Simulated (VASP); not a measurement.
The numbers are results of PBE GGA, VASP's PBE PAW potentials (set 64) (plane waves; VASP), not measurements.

VASP input:

QPOINTS:
```
k-points along high-symmetry lines
13
Line-mode
Cartesian
  0.000000   0.000000   0.000000 ! GAMMA
  0.000000   0.119007   0.000000 ! X

  0.000000   0.119007   0.000000 ! X
  0.119007   0.119007   0.000000 ! M

  0.119007   0.119007   0.000000 ! M
  0.000000   0.000000   0.000000 ! GAMMA

  0.000000   0.000000   0.000000 ! GAMMA
  0.119007   0.119007   0.119007 ! R

  0.119007   0.119007   0.119007 ! R
  0.000000   0.119007   0.000000 ! X

  0.119007   0.119007   0.119007 ! R
  0.119007   0.119007   0.000000 ! M
```

File KPOINTS:
```
Automatic mesh
0
Gamma
2 2 2
0 0 0
```

INCAR:
```
! general
SYSTEM           = BaHfO3
PREC             = Accurate
ENCUT            = 520
LREAL            = .FALSE.
LASPH            = .TRUE.

! electronic loop
EDIFF            = 1E-7
NELM             = 100
ALGO             = Normal
LMAXMIX          = 6

! smearing
ISMEAR           = 0
SIGMA            = 0.05

! functional
GGA              = PE

! ions
IBRION           = 6
NSW              = 1
ISIF             = 2
POTIM            = 0.015
NFREE            = 2

! output
LWAVE            = .FALSE.
LCHARG           = .FALSE.

! other
LPHON_DISPERSION = .TRUE.
```

**POSCAR**
```
BaHfO3
1
    8.4029008098     0.0000000000     0.0000000000
    0.0000000000     8.4029008098     0.0000000000
    0.0000000000     0.0000000000     8.4029008098
Ba Hf O
8 8 24
Direct
  0.0000000000   0.0000000000   0.0000000000
  0.0000000000   0.0000000000   0.5000000000
  0.0000000000   0.5000000000   0.0000000000
  0.0000000000   0.5000000000   0.5000000000
  0.5000000000   0.0000000000   0.0000000000
  0.5000000000   0.0000000000   0.5000000000
  0.5000000000   0.5000000000   0.0000000000
  0.5000000000   0.5000000000   0.5000000000
  0.2500000000   0.2500000000   0.2500000000
  0.2500000000   0.2500000000   0.7500000000
  0.2500000000   0.7500000000   0.2500000000
  0.2500000000   0.7500000000   0.7500000000
  0.7500000000   0.2500000000   0.2500000000
  0.7500000000   0.2500000000   0.7500000000
  0.7500000000   0.7500000000   0.2500000000
  0.7500000000   0.7500000000   0.7500000000
  0.2500000000   0.0000000000   0.2500000000
  0.2500000000   0.0000000000   0.7500000000
  0.2500000000   0.5000000000   0.2500000000
  0.2500000000   0.5000000000   0.7500000000
  0.7500000000   0.0000000000   0.2500000000
  0.7500000000   0.0000000000   0.7500000000
  0.7500000000   0.5000000000   0.2500000000
  0.7500000000   0.5000000000   0.7500000000
  0.0000000000   0.2500000000   0.2500000000
  0.0000000000   0.2500000000   0.7500000000
  0.0000000000   0.7500000000   0.2500000000
  0.0000000000   0.7500000000   0.7500000000
  0.5000000000   0.2500000000   0.2500000000
  0.5000000000   0.2500000000   0.7500000000
  0.5000000000   0.7500000000   0.2500000000
  0.5000000000   0.7500000000   0.7500000000
  0.2500000000   0.2500000000   0.0000000000
  0.2500000000   0.2500000000   0.5000000000
  0.2500000000   0.7500000000   0.0000000000
  0.2500000000   0.7500000000   0.5000000000
  0.7500000000   0.2500000000   0.0000000000
  0.7500000000   0.2500000000   0.5000000000
  0.7500000000   0.7500000000   0.0000000000
  0.7500000000   0.7500000000   0.5000000000
```

POTCAR, in this order: Ba_sv Hf_pv O (PBE.64 set). Program: vasp_std.

The run wrote:

File OSZICAR:
```
...
 Found     4 degrees of freedom:
       N       E                     dE             d eps       ncg     rms          rms(c)
DAV:   1    -0.348391221247E+03    0.12266E-02   -0.34681E-01  2274   0.728E-01    0.134E-01
DAV:   2    -0.348391799764E+03   -0.57852E-03   -0.75571E-03  2608   0.127E-01    0.642E-02
DAV:   3    -0.348391809417E+03   -0.96524E-05   -0.40156E-04  2994   0.372E-02    0.398E-02
DAV:   4    -0.348391810711E+03   -0.12948E-05   -0.18463E-05  2528   0.106E-02    0.212E-02
DAV:   5    -0.348391812093E+03   -0.13813E-05   -0.10395E-05  2554   0.798E-03    0.509E-03
DAV:   6    -0.348391811950E+03    0.14251E-06   -0.15184E-06  2576   0.376E-03    0.201E-03
DAV:   7    -0.348391811995E+03   -0.44965E-07   -0.44085E-07  2152   0.155E-03
   2 F= -.34839181E+03 E0= -.34839181E+03  d E =-.358259E-14
       N       E                     dE             d eps       ncg     rms          rms(c)
DAV:   1    -0.348389891539E+03    0.19204E-02   -0.11326E+00  2258   0.122E+00    0.244E-01
DAV:   2    -0.348391758779E+03   -0.18672E-02   -0.24548E-02  2632   0.224E-01    0.117E-01
DAV:   3    -0.348391805234E+03   -0.46456E-04   -0.12638E-03  3042   0.660E-02    0.675E-02
DAV:   4    -0.348391807860E+03   -0.26255E-05   -0.59299E-05  2584   0.203E-02    0.341E-02
DAV:   5    -0.348391812248E+03   -0.43880E-05   -0.32290E-05  2610   0.139E-02    0.784E-03
DAV:   6    -0.348391811896E+03    0.35151E-06   -0.48433E-06  2720   0.643E-03    0.358E-03
DAV:   7    -0.348391812033E+03   -0.13642E-06   -0.11684E-06  2296   0.251E-03    0.220E-03
DAV:   8    -0.348391811978E+03    0.54308E-07   -0.91055E-08  1448   0.104E-03
   3 F= -.34839181E+03 E0= -.34839181E+03  d E =-.626832E-12
       N       E                     dE             d eps       ncg     rms          rms(c)
DAV:   1    -0.348386447509E+03    0.53645E-02   -0.11923E+00  2196   0.202E+00    0.105E+00
DAV:   2    -0.348390358189E+03   -0.39107E-02   -0.44229E-02  2520   0.382E-01    0.553E-01
DAV:   3    -0.348390303936E+03    0.54253E-04   -0.13254E-03  2776   0.845E-02    0.247E-01
DAV:   4    -0.348390264896E+03    0.39039E-04   -0.24267E-04  2880   0.474E-02    0.449E-02
DAV:   5    -0.348390268599E+03   -0.37022E-05   -0.43203E-05  2648   0.129E-02    0.164E-02
DAV:   6    -0.348390267983E+03    0.61567E-06   -0.40396E-06  2808   0.491E-03    0.130E-02
DAV:   7    -0.348390267925E+03    0.57593E-07   -0.13959E-06  2472   0.346E-03    0.362E-03
DAV:   8    -0.348390267793E+03    0.13236E-06   -0.34578E-07  2024   0.187E-03    0.151E-03
DAV:   9    -0.348390267765E+03    0.28173E-07   -0.22151E-07  1808   0.117E-03
   4 F= -.34839027E+03 E0= -.34839027E+03  d E =-.298551E-11
       N       E                     dE             d eps       ncg     rms          rms(c)
DAV:   1    -0.348380201533E+03    0.10066E-01   -0.27338E+00  2196   0.284E+00    0.209E+00
DAV:   2    -0.348390478692E+03   -0.10277E-01   -0.11749E-01  2448   0.532E-01    0.108E+00
DAV:   3    -0.348390331839E+03    0.14685E-03   -0.26038E-03  2672   0.117E-01    0.445E-01
DAV:   4    -0.348390258182E+03    0.73657E-04   -0.53651E-04  2896   0.698E-02    0.480E-02
DAV:   5    -0.348390268114E+03   -0.99318E-05   -0.92477E-05  2528   0.169E-02    0.355E-02
DAV:   6    -0.348390267222E+03    0.89172E-06   -0.88361E-06  2928   0.610E-03    0.298E-02
DAV:   7    -0.348390268338E+03   -0.11156E-05   -0.33078E-06  2744   0.472E-03    0.905E-03
DAV:   8    -0.348390267720E+03    0.61788E-06   -0.19424E-06  2376   0.346E-03    0.342E-03
DAV:   9    -0.348390267722E+03   -0.20227E-08   -0.76468E-07  2192   0.161E-03
   5 F= -.34839027E+03 E0= -.34839027E+03  d E =-.325674E-11
       N       E                     dE             d eps       ncg     rms          rms(c)
DAV:   1    -0.348386885973E+03    0.33817E-02   -0.21286E+00  2912   0.312E+00    0.995E-01
DAV:   2    -0.348392157578E+03   -0.52716E-02   -0.55965E-02  3224   0.429E-01    0.564E-01
DAV:   3    -0.348391958014E+03    0.19956E-03   -0.12653E-03  3616   0.882E-02    0.169E-01
DAV:   4    -0.348391955616E+03    0.23981E-05   -0.25845E-04  3496   0.360E-02    0.250E-02
DAV:   5    -0.348391947678E+03    0.79384E-05   -0.45332E-05  3432   0.160E-02    0.139E-02
DAV:   6    -0.348391944346E+03    0.33321E-05   -0.10315E-05  3672   0.905E-03    0.844E-03
DAV:   7    -0.348391942261E+03    0.20851E-05   -0.43721E-06  3680   0.655E-03    0.182E-03
DAV:   8    -0.348391941854E+03    0.40647E-06   -0.13552E-06  3320   0.286E-03    0.136E-03
DAV:   9    -0.348391941402E+03    0.45166E-06   -0.61329E-07  3384   0.255E-03    0.477E-04
DAV:  10    -0.348391941265E+03    0.13697E-06   -0.43177E-07  3208   0.186E-03    0.469E-04
DAV:  11    -0.348391941236E+03    0.29504E-07   -0.11185E-07  1952   0.970E-04
   6 F= -.34839194E+03 E0= -.34839194E+03  d E =-.437248E-11
       N       E                     dE             d eps       ncg     rms          rms(c)
DAV:   1    -0.348388695657E+03    0.32456E-02   -0.38125E+00  3008   0.369E+00    0.383E-01
DAV:   2    -0.348392600555E+03   -0.39049E-02   -0.49976E-02  3360   0.363E-01    0.268E-01
DAV:   3    -0.348392103411E+03    0.49714E-03   -0.15395E-03  3816   0.809E-02    0.155E-01
DAV:   4    -0.348391927702E+03    0.17571E-03   -0.83089E-04  3424   0.646E-02    0.272E-02
DAV:   5    -0.348391942552E+03   -0.14850E-04   -0.16266E-04  3384   0.220E-02    0.184E-02
DAV:   6    -0.348391941968E+03    0.58445E-06   -0.78414E-06  3792   0.543E-03    0.105E-02
DAV:   7    -0.348391941166E+03    0.80106E-06   -0.32295E-06  3080   0.449E-03    0.269E-03
DAV:   8    -0.348391941202E+03   -0.35747E-07   -0.80409E-07  2816   0.189E-03
   7 F= -.34839194E+03 E0= -.34839194E+03  d E =-.422454E-11
       N       E                     dE             d eps       ncg     rms          rms(c)
DAV:   1    -0.348388498622E+03    0.34425E-02   -0.25501E+00  2224   0.299E+00    0.107E+00
DAV:   2    -0.348390780678E+03   -0.22821E-02   -0.31817E-02  2560   0.334E-01    0.723E-01
DAV:   3    -0.348390400140E+03    0.38054E-03   -0.14823E-03  2736   0.104E-01    0.256E-01
DAV:   4    -0.348390352825E+03    0.47315E-04   -0.34968E-04  2544   0.408E-02    0.821E-02
DAV:   5    -0.348390330215E+03    0.22610E-04   -0.52913E-05  2608   0.193E-02    0.178E-02
DAV:   6    -0.348390325484E+03    0.47309E-05   -0.14834E-05  2728   0.110E-02    0.682E-03
DAV:   7    -0.348390323571E+03    0.19132E-05   -0.21279E-06  2608   0.439E-03    0.321E-03
DAV:   8    -0.348390321110E+03    0.24612E-05   -0.24517E-06  2496   0.496E-03    0.135E-03
DAV:   9    -0.348390320147E+03    0.96297E-06   -0.12711E-06  2824   0.326E-03    0.102E-03
DAV:  10    -0.348390319255E+03    0.89180E-06   -0.10057E-06  2472   0.379E-03    0.533E-04
DAV:  11    -0.348390318971E+03    0.28385E-06   -0.83814E-07  2664   0.285E-03    0.515E-04
DAV:  12    -0.348390318933E+03    0.37933E-07   -0.20725E-07  1792   0.134E-03
   8 F= -.34839032E+03 E0= -.34839032E+03  d E =-.395974E-11
       N       E                     dE             d eps       ncg     rms          rms(c)
DAV:   1    -0.348387276702E+03    0.30423E-02   -0.45267E+00  2232   0.357E+00    0.206E+00
DAV:   2    -0.348391333994E+03   -0.40573E-02   -0.67522E-02  2546   0.412E-01    0.146E+00
DAV:   3    -0.348390299536E+03    0.10345E-02   -0.39982E-03  2664   0.187E-01    0.505E-01
DAV:   4    -0.348390326437E+03   -0.26902E-04   -0.10633E-03  2512   0.660E-02    0.168E-01
DAV:   5    -0.348390322293E+03    0.41440E-05   -0.10520E-04  2536   0.257E-02    0.386E-02
DAV:   6    -0.348390319694E+03    0.25989E-05   -0.37570E-05  2848   0.183E-02    0.126E-02
DAV:   7    -0.348390318931E+03    0.76291E-06   -0.62320E-06  2736   0.649E-03    0.633E-03
DAV:   8    -0.348390318935E+03   -0.40163E-08   -0.16969E-06  2328   0.298E-03    0.182E-03
DAV:   9    -0.348390318924E+03    0.11147E-07   -0.12075E-07  1648   0.108E-03
   9 F= -.34839032E+03 E0= -.34839032E+03  d E =-.391321E-11
```

OUTCAR:
```
------------------------ aborting loop because EDIFF is reached ----------------------------------------
  FORCE on cell =-STRESS in cart. coord.  units (eV):
  Direction    XX          YY          ZZ          XY          YZ          ZX
  --------------------------------------------------------------------------------------
  Total       -0.0724280     -0.0520976     -0.0724280      0.0000000      0.0000000      0.0000000
  in kB       -0.1955823     -0.1406826     -0.1955823      0.0000000      0.0000000      0.0000000
  external PRESSURE =      -0.1772824 kB  Pullay stress =       0.0000000 kB
  volume of cell :      593.32
      direct lattice vectors                 reciprocal lattice vectors
     8.402900810  0.000000000  0.000000000     0.119006522  0.000000000  0.000000000
     0.000000000  8.402900810  0.000000000     0.000000000  0.119006522  0.000000000
     0.000000000  0.000000000  8.402900810     0.000000000  0.000000000  0.119006522
 POSITION                                       TOTAL-FORCE (eV/Angst)
 -----------------------------------------------------------------------------------
      0.00000      0.00000      0.00000        -0.000090     -0.012653     -0.000090
      0.00000      0.00000      4.20145        -0.000090     -0.012653      0.000090
      0.00000      4.20145      0.00000         0.000046      0.008469      0.000046
      0.00000      4.20145      4.20145         0.000046      0.008469     -0.000046
      4.20145      0.00000      0.00000         0.000090     -0.012653     -0.000090
      4.20145      0.00000      4.20145         0.000090     -0.012653      0.000090
      4.20145      4.20145      0.00000        -0.000046      0.008469      0.000046
      4.20145      4.20145      4.20145        -0.000046      0.008469     -0.000046
      2.10073      2.10073      2.10073         0.000000     -0.022923     -0.000000
      2.10073      2.10073      6.30218        -0.000000      0.000230     -0.000000
      2.10073      6.30218      2.10073        -0.000000     -0.034249     -0.000000
      2.10073      6.30218      6.30218         0.000000      0.000117     -0.000000
      6.30218      2.10073      2.10073        -0.000000      0.000230     -0.000000
      6.30218      2.10073      6.30218        -0.000000      0.000164     -0.000000
      6.30218      6.30218      2.10073         0.000000      0.000117     -0.000000
      6.30218      6.30218      6.30218        -0.000000     -0.000021     -0.000000
      2.10073     -0.01500      2.10073        -0.000000      0.284063     -0.000000
      2.10073      0.00000      6.30218        -0.000000      0.010165     -0.000000
      2.10073      4.20145      2.10073        -0.000000     -0.102285     -0.000000
      2.10073      4.20145      6.30218        -0.000000     -0.011636     -0.000000
      6.30218      0.00000      2.10073        -0.000000      0.010165     -0.000000
      6.30218      0.00000      6.30218        -0.000000      0.002638     -0.000000
      6.30218      4.20145      2.10073        -0.000000     -0.011636     -0.000000
      6.30218      4.20145      6.30218        -0.000000     -0.002636     -0.000000
      0.00000      2.10073      2.10073         0.026720     -0.013367     -0.000000
      0.00000      2.10073      6.30218         0.002865      0.000037     -0.000000
      0.00000      6.30218      2.10073        -0.027211     -0.013225     -0.000000
      0.00000      6.30218      6.30218        -0.002927      0.000114     -0.000000
      4.20145      2.10073      2.10073        -0.026720     -0.013367     -0.000000
      4.20145      2.10073      6.30218        -0.002865      0.000037     -0.000000
      4.20145      6.30218      2.10073         0.027211     -0.013225     -0.000000
      4.20145      6.30218      6.30218         0.002927      0.000114     -0.000000
      2.10073      2.10073      0.00000        -0.000000     -0.013367      0.026720
      2.10073      2.10073      4.20145        -0.000000     -0.013367     -0.026720
      2.10073      6.30218      0.00000        -0.000000     -0.013225     -0.027211
      2.10073      6.30218      4.20145        -0.000000     -0.013225      0.027211
      6.30218      2.10073      0.00000         0.000000      0.000037      0.002865
      6.30218      2.10073      4.20145         0.000000      0.000037     -0.002865
      6.30218      6.30218      0.00000         0.000000      0.000114     -0.002927
      6.30218      6.30218      4.20145         0.000000      0.000114      0.002927
 -----------------------------------------------------------------------------------
    total drift:                                0.000009     -0.000119     -0.000001
  FREE ENERGIE OF THE ION-ELECTRON SYSTEM (eV)
  ---------------------------------------------------
  free  energy   TOTEN  =      -348.3903189242 eV

  energy  without entropy=     -348.3903189241  energy(sigma->0) =     -348.39031892
```
(Selected blocks of OUTCAR.)

The cell is a supercell, built from BaHfO3 (cubic perovskite).
